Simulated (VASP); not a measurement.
Here is the system:

```xyz
6
Lattice="5.0242 0.0000 0.0000 0.0000 5.0242 0.0000 0.0000 0.0000 3.3663" Properties=species:S:1:pos:R:3 pbc="T T T"
Mn     0.0000     0.0000     0.0000
Mn     2.5121     2.5121     1.6832
F      1.5288     1.5288     0.0000
F      4.0410     0.9833     1.6832
F      0.9833     4.0410     1.6832
F      3.4954     3.4954     0.0000
```
Starting moments (μB, in the order of the record's atoms Mn Mn F F F F): 4.6 -4.6 0.0 0.0 0.0 0.0.

Calculation: RPBE GGA, VASP's PBE PAW potentials (set 64) (plane waves; VASP 6.6.1). Settings: 520 eV cut-off, 5×5×7 Γ-centred mesh, tetrahedra with Blöchl corrections, potentials Mn_pv F.

Q: Predict the cell moment, energy per atom (σ→0).

A: 
```yaml
cell_moment: 0.00 μB
energy per atom (σ→0): -6.345 eV/atom
```

Q: Give the moment on each site (PAW-sphere projection).

A: 
```tsv
site	moment (μB)
Mn1	4.58
Mn2	-4.58
F3	-0.03
F4	0.03
F5	0.03
F6	-0.03
```

The compound is MnF2 in the rutile structure. It was relaxed first, which changed the volume by +8 %.
